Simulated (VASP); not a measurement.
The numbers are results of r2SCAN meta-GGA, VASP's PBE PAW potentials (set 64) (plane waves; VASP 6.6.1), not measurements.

A VASP calculation is set up with these files.

### KPOINTS
```
K-points
0
gamma
8 8 1
```

POSCAR:
```
Pt(210) slab
1.0
  4.8288259379   0.0000000000   0.0000000000
  3.2192176272   3.5991942289   0.0000000000
  0.0000000000   0.0000000000  25.6663655196
Pt
12
Cart
  2.8096958269   1.2565340786   8.0600170672
  5.2372927813   2.3421883593   8.8405073883
  7.6516334603   3.4219142540   9.7008000454
  2.0143909923   0.9008629707  10.6233677931
  4.4247538155   1.9788099143  11.5125388561
  6.8388738461   3.0584371320  12.4058200975
  1.2091697190   0.5407570969  13.2605454221
  3.6232897496   1.6203843146  14.1538266635
  6.0336525728   2.6983312582  15.0429977265
  0.3964101048   0.1772799749  15.9655654742
  2.8107507838   1.2570058696  16.8258581313
  5.2383477382   2.3426601503  17.6063484524
```

### INCAR
```
SYSTEM = Pt(210) slab
PREC = Normal; ENCUT = 400; LREAL = .FALSE.
LASPH = .TRUE.
EDIFF = 1E-5; NELM = 100; NELMIN = 4
ALGO = Normal; LMAXMIX = 6; LMIXTAU = .TRUE.
ISMEAR = 1; SIGMA = 0.1
METAGGA = R2SCAN
IBRION = 2; NSW = 120; ISIF = 2
EDIFFG = -0.03
LWAVE = .TRUE.; LCHARG = .FALSE.
DIPOL = 0.5 0.5 0.5
LDIPOL = .TRUE.; IDIPOL = 3
```

POTCAR, in this order: Pt (PBE.64 set). Program: vasp_std.

The run wrote:

### OSZICAR
```
...
DAV:   6    -0.613455045393E+03   -0.56184E-03   -0.77047E-03  3248   0.360E-01    0.203E-01
DAV:   7    -0.613455649087E+03   -0.60369E-03   -0.14114E-03  3248   0.207E-01    0.126E-01
DAV:   8    -0.613455297961E+03    0.35113E-03   -0.82281E-04  3192   0.124E-01    0.889E-02
DAV:   9    -0.613455533762E+03   -0.23580E-03   -0.20898E-04  3136   0.589E-02    0.483E-02
DAV:  10    -0.613455574928E+03   -0.41166E-04   -0.61679E-05  2896   0.372E-02    0.282E-02
DAV:  11    -0.613455567123E+03    0.78055E-05   -0.24250E-05  2112   0.280E-02
   4 F= -.61345557E+03 E0= -.61345459E+03  d E =-.175366E+00
       N       E                     dE             d eps       ncg     rms          rms(c)
DAV:   1    -0.613422290121E+03    0.33285E-01   -0.16180E+01  3024   0.126E+01    0.639E-01
DAV:   2    -0.613480803526E+03   -0.58513E-01   -0.31148E-01  3288   0.222E+00    0.139E+00
DAV:   3    -0.613474420061E+03    0.63835E-02   -0.40602E-02  3448   0.945E-01    0.350E-01
DAV:   4    -0.613478079841E+03   -0.36598E-02   -0.12007E-02  3072   0.511E-01    0.551E-01
DAV:   5    -0.613477074535E+03    0.10053E-02   -0.40215E-03  3280   0.339E-01    0.272E-01
DAV:   6    -0.613476988803E+03    0.85732E-04   -0.38245E-03  3192   0.247E-01    0.873E-02
DAV:   7    -0.613477572827E+03   -0.58402E-03   -0.66012E-04  3056   0.122E-01    0.488E-02
DAV:   8    -0.613477514886E+03    0.57941E-04   -0.19735E-04  3248   0.548E-02    0.325E-02
DAV:   9    -0.613477639142E+03   -0.12426E-03   -0.14375E-04  3048   0.532E-02    0.251E-02
DAV:  10    -0.613477696457E+03   -0.57315E-04   -0.31975E-05  2392   0.292E-02    0.117E-02
DAV:  11    -0.613477691528E+03    0.49290E-05   -0.14371E-05  1856   0.216E-02
   5 F= -.61347769E+03 E0= -.61347670E+03  d E =-.221244E-01
       N       E                     dE             d eps       ncg     rms          rms(c)
DAV:   1    -0.613472541981E+03    0.51545E-02   -0.19559E+00  3024   0.437E+00    0.219E-01
DAV:   2    -0.613479483651E+03   -0.69417E-02   -0.36913E-02  3256   0.764E-01    0.461E-01
DAV:   3    -0.613478870205E+03    0.61345E-03   -0.45239E-03  3400   0.320E-01    0.118E-01
DAV:   4    -0.613479349548E+03   -0.47934E-03   -0.14928E-03  3064   0.182E-01    0.196E-01
DAV:   5    -0.613479228010E+03    0.12154E-03   -0.49990E-04  3200   0.120E-01    0.969E-02
DAV:   6    -0.613479208078E+03    0.19932E-04   -0.48201E-04  3072   0.902E-02    0.306E-02
DAV:   7    -0.613479303672E+03   -0.95594E-04   -0.80440E-05  3064   0.444E-02    0.167E-02
DAV:   8    -0.613479295847E+03    0.78257E-05   -0.25997E-05  2048   0.261E-02
   6 F= -.61347930E+03 E0= -.61347833E+03  d E =-.237287E-01
       N       E                     dE             d eps       ncg     rms          rms(c)
DAV:   1    -0.613472118137E+03    0.71855E-02   -0.27411E+00  3024   0.514E+00    0.320E-01
DAV:   2    -0.613479669035E+03   -0.75509E-02   -0.56168E-02  3216   0.948E-01    0.430E-01
DAV:   3    -0.613482178083E+03   -0.25090E-02   -0.15797E-02  3376   0.634E-01    0.446E-01
DAV:   4    -0.613481639084E+03    0.53900E-03   -0.59550E-03  3264   0.371E-01    0.141E-01
DAV:   5    -0.613481876604E+03   -0.23752E-03   -0.11515E-03  3176   0.154E-01    0.858E-02
DAV:   6    -0.613482073731E+03   -0.19713E-03   -0.65852E-04  3184   0.119E-01    0.654E-02
DAV:   7    -0.613482270030E+03   -0.19630E-03   -0.17462E-04  3160   0.771E-02    0.310E-02
DAV:   8    -0.613482277347E+03   -0.73170E-05   -0.77845E-05  3048   0.371E-02
   7 F= -.61348228E+03 E0= -.61348125E+03  d E =-.298150E-02
       N       E                     dE             d eps       ncg     rms          rms(c)
DAV:   1    -0.613482319726E+03   -0.49696E-04   -0.49001E-03  3040   0.217E-01    0.188E-02
DAV:   2    -0.613482301571E+03    0.18155E-04   -0.13790E-04  3120   0.508E-02    0.218E-02
DAV:   3    -0.613482348843E+03   -0.47272E-04   -0.25801E-05  1880   0.307E-02    0.105E-02
DAV:   4    -0.613482351952E+03   -0.31097E-05   -0.23368E-05  1776   0.253E-02
   8 F= -.61348235E+03 E0= -.61348133E+03  d E =-.305611E-02
       N       E                     dE             d eps       ncg     rms          rms(c)
DAV:   1    -0.613482301344E+03    0.47499E-04   -0.19615E-02  3024   0.436E-01    0.288E-02
DAV:   2    -0.613482296991E+03    0.43527E-05   -0.39880E-04  3128   0.836E-02    0.331E-02
DAV:   3    -0.613482352814E+03   -0.55823E-04   -0.88037E-05  2496   0.509E-02    0.316E-02
DAV:   4    -0.613482367726E+03   -0.14912E-04   -0.53269E-05  1800   0.368E-02    0.197E-02
DAV:   5    -0.613482369188E+03   -0.14622E-05   -0.17798E-05  1784   0.232E-02
   9 F= -.61348237E+03 E0= -.61348133E+03  d E =-.307334E-02
       N       E                     dE             d eps       ncg     rms          rms(c)
DAV:   1    -0.613479541873E+03    0.28259E-02   -0.11284E+00  3024   0.330E+00    0.211E-01
DAV:   2    -0.613480813736E+03   -0.12719E-02   -0.21074E-02  3216   0.576E-01    0.241E-01
DAV:   3    -0.613483201343E+03   -0.23876E-02   -0.79351E-03  3296   0.434E-01    0.360E-01
DAV:   4    -0.613483198780E+03    0.25622E-05   -0.20188E-03  3224   0.220E-01    0.125E-01
DAV:   5    -0.613483386892E+03   -0.18811E-03   -0.47556E-04  3248   0.112E-01    0.856E-02
DAV:   6    -0.613483430623E+03   -0.43731E-04   -0.40791E-04  3168   0.933E-02    0.419E-02
DAV:   7    -0.613483630990E+03   -0.20037E-03   -0.71380E-05  2992   0.453E-02    0.307E-02
DAV:   8    -0.613483665226E+03   -0.34236E-04   -0.43765E-05  2232   0.319E-02    0.912E-03
DAV:   9    -0.613483696829E+03   -0.31603E-04   -0.65379E-06  1752   0.140E-02    0.781E-03
DAV:  10    -0.613483733975E+03   -0.37145E-04   -0.83284E-06  1776   0.179E-02    0.380E-03
DAV:  11    -0.613483734317E+03   -0.34272E-06   -0.90576E-06  1864   0.195E-02
  10 F= -.61348373E+03 E0= -.61348269E+03  d E =-.136513E-02
       N       E                     dE             d eps       ncg     rms          rms(c)
DAV:   1    -0.613481432819E+03    0.23012E-02   -0.71418E-01  3024   0.263E+00    0.168E-01
DAV:   2    -0.613482017184E+03   -0.58436E-03   -0.13313E-02  3200   0.460E-01    0.190E-01
DAV:   3    -0.613483666167E+03   -0.16490E-02   -0.49991E-03  3288   0.344E-01    0.287E-01
DAV:   4    -0.613483704342E+03   -0.38176E-04   -0.12578E-03  3176   0.174E-01    0.100E-01
DAV:   5    -0.613483831074E+03   -0.12673E-03   -0.30202E-04  3152   0.897E-02    0.679E-02
DAV:   6    -0.613483889630E+03   -0.58556E-04   -0.25865E-04  3080   0.755E-02    0.331E-02
DAV:   7    -0.613484039289E+03   -0.14966E-03   -0.48541E-05  2464   0.403E-02    0.241E-02
DAV:   8    -0.613484053335E+03   -0.14045E-04   -0.28598E-05  2008   0.252E-02    0.697E-03
DAV:   9    -0.613484077068E+03   -0.23733E-04   -0.50298E-06  1744   0.125E-02    0.612E-03
DAV:  10    -0.613484091643E+03   -0.14576E-04   -0.72994E-06  1792   0.182E-02    0.312E-03
DAV:  11    -0.613484086960E+03    0.46838E-05   -0.85600E-06  1840   0.197E-02
  11 F= -.61348409E+03 E0= -.61348305E+03  d E =-.171777E-02
       N       E                     dE             d eps       ncg     rms          rms(c)
DAV:   1    -0.613481344486E+03    0.27472E-02   -0.96352E-01  3024   0.303E+00    0.188E-01
DAV:   2    -0.613482184754E+03   -0.84027E-03   -0.16908E-02  3184   0.505E-01    0.168E-01
DAV:   3    -0.613484772334E+03   -0.25876E-02   -0.67908E-03  3272   0.376E-01    0.368E-01
DAV:   4    -0.613484561251E+03    0.21108E-03   -0.14048E-03  3144   0.189E-01    0.143E-01
DAV:   5    -0.613484562758E+03   -0.15071E-05   -0.53272E-04  3184   0.110E-01    0.916E-02
DAV:   6    -0.613484582359E+03   -0.19601E-04   -0.39363E-04  3360   0.976E-02    0.464E-02
DAV:   7    -0.613484849301E+03   -0.26694E-03   -0.14935E-04  3040   0.511E-02    0.206E-02
DAV:   8    -0.613484904626E+03   -0.55325E-04   -0.22696E-05  1848   0.243E-02    0.987E-03
DAV:   9    -0.613484912708E+03   -0.80824E-05   -0.38086E-06  1680   0.110E-02
  12 F= -.61348491E+03 E0= -.61348382E+03  d E =-.825748E-03
```

OUTCAR:
```
------------------------ aborting loop because EDIFF is reached ----------------------------------------
  FORCE on cell =-STRESS in cart. coord.  units (eV):
  Direction    XX          YY          ZZ          XY          YZ          ZX
  --------------------------------------------------------------------------------------
  Total       -8.3999378     -4.8899758     -0.4017345     -1.9621284     -0.0304843     -0.0681617
  in kB      -30.1700094    -17.5632986     -1.4429076     -7.0473656     -0.1094904     -0.2448161
  external PRESSURE =     -16.3920718 kB  Pullay stress =       0.0000000 kB
  volume of cell :      446.08
      direct lattice vectors                 reciprocal lattice vectors
     4.828825938  0.000000000  0.000000000     0.207089676 -0.185226663  0.000000000
     3.219217627  3.599194229  0.000000000     0.000000000  0.277839965  0.000000000
     0.000000000  0.000000000 25.666365520     0.000000000  0.000000000  0.038961496
 POSITION                                       TOTAL-FORCE (eV/Angst)
 -----------------------------------------------------------------------------------
      2.78114      1.24376      8.19230         0.007047      0.003151     -0.000410
      5.24267      2.34459      8.79462         0.007742      0.003462      0.022631
      7.71808      3.45163      9.66810        -0.019981     -0.008936      0.005105
      2.00147      0.89508     10.67311         0.008014      0.003584      0.006076
      4.39697      1.96638     11.49269         0.004361      0.001950     -0.009549
      6.83502      3.05671     12.41129         0.011480      0.005134      0.002868
      1.21302      0.54248     13.25508        -0.011480     -0.005134     -0.002868
      3.65107      1.63281     14.17368        -0.004361     -0.001950      0.009549
      6.04658      2.70411     14.99325        -0.008014     -0.003584     -0.006076
      0.32996      0.14756     15.99827         0.019981      0.008936     -0.005105
      2.80537      1.25460     16.87175        -0.007742     -0.003462     -0.022631
      5.26690      2.35543     17.47407        -0.007047     -0.003151      0.000410
 -----------------------------------------------------------------------------------
    total drift:                                0.000000      0.000000      0.000000
  FREE ENERGIE OF THE ION-ELECTRON SYSTEM (eV)
  ---------------------------------------------------
  free  energy   TOTEN  =      -613.4849127079 eV

  energy  without entropy=     -613.4816229606  energy(sigma->0) =     -613.48381613

 reached required accuracy - stopping structural energy minimisation
```
(Selected blocks of OUTCAR.)

CONTCAR:
```
Pt(210) slab
   1.00000000000000
     4.8288259378999996    0.0000000000000000    0.0000000000000000
     3.2192176271999999    3.5991942289000001    0.0000000000000000
     0.0000000000000000    0.0000000000000000   25.6663655195999993
  Pt
    12
Direct
     0.3455672705006523    0.3455672705006523    0.3191840824002443
     0.6514219618138121    0.6514219618138121    0.3426513882137678
     0.9590011769033814    0.9590011769033814    0.3766834901665209
     0.2486899482186369    0.2486899482186369    0.4158405021256893
     0.5463400608625429    0.5463400608625429    0.4477722452525521
     0.8492772115071590    0.8492772115071590    0.4835623008783831
     0.1507227884928410    0.1507227884928410    0.5164376991216169
     0.4536599391374571    0.4536599391374571    0.5522277547474480
     0.7513100517813631    0.7513100517813631    0.5841594978743107
     0.0409988230966188    0.0409988230966188    0.6233165098334792
     0.3485780381861879    0.3485780381861879    0.6573486117862323
     0.6544327294993477    0.6544327294993477    0.6808159175997555
```

The cell is a thin slab with vacuum, built from Pt (fcc): (210) face.
